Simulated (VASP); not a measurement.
AlNi:

```
CELL_PARAMETERS angstrom
2.88100 0.00000 0.00000
0.00000 2.88100 0.00000
0.00000 0.00000 2.88100
ATOMIC_POSITIONS crystal
Al 0.00000 0.00000 0.00000
Ni 0.50000 0.50000 0.50000
```

* Program: VASP 6.6.1
* Task: relaxation of cell and atoms
* Functional: RPBE
* Potentials or basis: VASP PAW PBE potentials, release 64 (Al, Ni)
* Cutoff: 600 eV
* k mesh: 14 × 14 × 14
* Occupations: methfessel-paxton, width 0.1 eV
* Spin: no spin polarisation

At the start: pressure 5.8 GPa; volume 11.96 Å³/atom.

Where does the relaxation end?

Over 3 steps the energy falls by 7.7 meV/atom and the volume is 12.40 Å³/atom (+3.7 %); space group Pm-3m (No. 221, to 0.05 Å).

The path:
```
step  energy change (eV)  largest force (eV/Å)  pressure (GPa)  volume (Å³)
   1              0.0000                0.0000            5.79        23.91
   2             -0.0077                0.0000           -3.69        25.44
   3             -0.0153                0.0000            0.03        24.79
```

Final structure:
```cif
data_structure
_symmetry_space_group_name_H-M 'P 1'
_symmetry_Int_Tables_number 1
_cell_length_a 2.9159
_cell_length_b 2.9159
_cell_length_c 2.9159
_cell_angle_alpha 90.000
_cell_angle_beta 90.000
_cell_angle_gamma 90.000
_cell_volume 24.79
loop_
_atom_site_label
_atom_site_type_symbol
_atom_site_fract_x
_atom_site_fract_y
_atom_site_fract_z
_atom_site_occupancy
Al1 Al 0.00000 0.00000 0.00000 1
Ni1 Ni 0.50000 0.50000 0.50000 1
```

Caveat: the PAW data sets were made with another functional, which shifts forces and pressure a little.
